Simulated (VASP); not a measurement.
Calculation: rev-vdW-DF2, VASP's PBE PAW potentials (set 64) (plane waves; VASP).

The input files of a VASP run:

POSCAR:
```
Ni3Fe
1
    3.4792453566     0.0000000000     0.0000000000
    0.0000000000     3.4792453566     0.0000000000
    0.0000000000     0.0000000000     3.4792453566
Fe Ni
1 3
Direct
  0.0000000000   0.0000000000   0.0000000000
  0.0000000000   0.5000000000   0.5000000000
  0.5000000000   0.0000000000   0.5000000000
  0.5000000000   0.5000000000   0.0000000000
```

INCAR:
```
SYSTEM = Ni3Fe
PREC = Accurate
ENCUT = 520
EDIFF = 1E-7
NELM = 100
ALGO = Normal
LREAL = .FALSE.
LASPH = .TRUE.
ISMEAR = 1
SIGMA = 0.1
GGA = MK
PARAM1 = 0.1234568
PARAM2 = 0.7114
ZAB_VDW = -1.8867
LUSE_VDW = .TRUE.
AGGAC = 0.0
LMAXMIX = 4
ISPIN = 2
MAGMOM = 2.8 0.6 0.6 0.6
LORBIT = 10
LWAVE = .FALSE.
LCHARG = .FALSE.
ISIF = 2
```

### KPOINTS
```
kpoints
0
G
  9 9 9
0 0 0
```

POTCAR, in this order: Fe Ni (PBE.64 set). Program: vasp_std.

Output

OSZICAR:
```
       N       E                     dE             d eps       ncg     rms          rms(c)
DAV:   1     0.254139508437E+03    0.25414E+03   -0.17514E+04  3644   0.218E+03
DAV:   2    -0.580616200409E+01   -0.25995E+03   -0.25108E+03  3532   0.376E+02
DAV:   3    -0.198214172306E+02   -0.14015E+02   -0.13335E+02  3649   0.121E+02
DAV:   4    -0.200226189011E+02   -0.20120E+00   -0.20070E+00  3748   0.152E+01
DAV:   5    -0.200281656440E+02   -0.55467E-02   -0.55462E-02  4911   0.206E+00    0.215E+01
DAV:   6    -0.171711342431E+02    0.28570E+01   -0.38773E+01  3624   0.975E+01    0.186E+01
DAV:   7    -0.202394476288E+02   -0.30683E+01   -0.21758E+01  4079   0.124E+02    0.263E+01
DAV:   8    -0.158167077835E+02    0.44227E+01   -0.16501E+01  4308   0.578E+01    0.566E+00
DAV:   9    -0.159348393677E+02   -0.11813E+00   -0.62443E-01  3909   0.998E+00    0.334E+00
DAV:  10    -0.159016371036E+02    0.33202E-01   -0.10795E-01  5012   0.830E+00    0.154E+00
DAV:  11    -0.158981021010E+02    0.35350E-02   -0.33919E-02  5352   0.254E+00    0.996E-01
DAV:  12    -0.159001423087E+02   -0.20402E-02   -0.59666E-03  4218   0.201E+00    0.254E-01
DAV:  13    -0.159002272377E+02   -0.84929E-04   -0.16397E-03  4941   0.561E-01    0.844E-02
DAV:  14    -0.159002687528E+02   -0.41515E-04   -0.13572E-04  3780   0.143E-01    0.787E-02
DAV:  15    -0.159002708526E+02   -0.20998E-05   -0.55987E-05  4605   0.209E-01    0.180E-02
DAV:  16    -0.159002721218E+02   -0.12692E-05   -0.12872E-05  4382   0.474E-02    0.785E-03
DAV:  17    -0.159002716017E+02    0.52005E-06   -0.92634E-07  3732   0.206E-02    0.205E-03
DAV:  18    -0.159002716683E+02   -0.66558E-07   -0.16759E-07  1933   0.790E-03
   1 F= -.15900272E+02 E0= -.15900861E+02  d E =0.176864E-02  mag=     4.4641
```

**OUTCAR**
```
------------------------ aborting loop because EDIFF is reached ----------------------------------------
  FORCE on cell =-STRESS in cart. coord.  units (eV):
  Direction    XX          YY          ZZ          XY          YZ          ZX
  --------------------------------------------------------------------------------------
  Total        1.7121311      1.7121311      1.7121311      0.0000000      0.0000000      0.0000000
  in kB       65.1317007     65.1317007     65.1317007      0.0000000      0.0000000      0.0000000
  external PRESSURE =      65.1317007 kB  Pullay stress =       0.0000000 kB
  volume of cell :       42.12
      direct lattice vectors                 reciprocal lattice vectors
     3.479245357  0.000000000  0.000000000     0.287418649  0.000000000  0.000000000
     0.000000000  3.479245357  0.000000000     0.000000000  0.287418649  0.000000000
     0.000000000  0.000000000  3.479245357     0.000000000  0.000000000  0.287418649
 POSITION                                       TOTAL-FORCE (eV/Angst)
 -----------------------------------------------------------------------------------
      0.00000      0.00000      0.00000         0.000000      0.000000      0.000000
      0.00000      1.73962      1.73962         0.000000      0.000000      0.000000
      1.73962      0.00000      1.73962         0.000000      0.000000      0.000000
      1.73962      1.73962      0.00000         0.000000      0.000000      0.000000
 -----------------------------------------------------------------------------------
    total drift:                                0.000000      0.000000      0.000000
  FREE ENERGIE OF THE ION-ELECTRON SYSTEM (eV)
  ---------------------------------------------------
  free  energy   TOTEN  =       -15.9002716683 eV

  energy  without entropy=      -15.9020403072  energy(sigma->0) =      -15.90086121

 total charge

# of ion       s       p       d       tot
------------------------------------------
    1        0.495   0.540   6.186   7.221
    2        0.529   0.555   8.373   9.456
    3        0.529   0.555   8.373   9.456
    4        0.529   0.555   8.373   9.456
--------------------------------------------------
tot          2.080   2.204  31.306  35.590

 magnetization (x)

# of ion       s       p       d       tot
------------------------------------------
    1        0.007  -0.000   2.765   2.772
    2       -0.016  -0.042   0.618   0.561
    3       -0.016  -0.042   0.618   0.561
    4       -0.016  -0.042   0.618   0.561
--------------------------------------------------
tot         -0.039  -0.126   4.619   4.454
```
(Selected blocks of OUTCAR.)

The compound is Ni3Fe in the L1_2 structure. This cell is one point of a volume scan, at 0.97 of the reference volume.
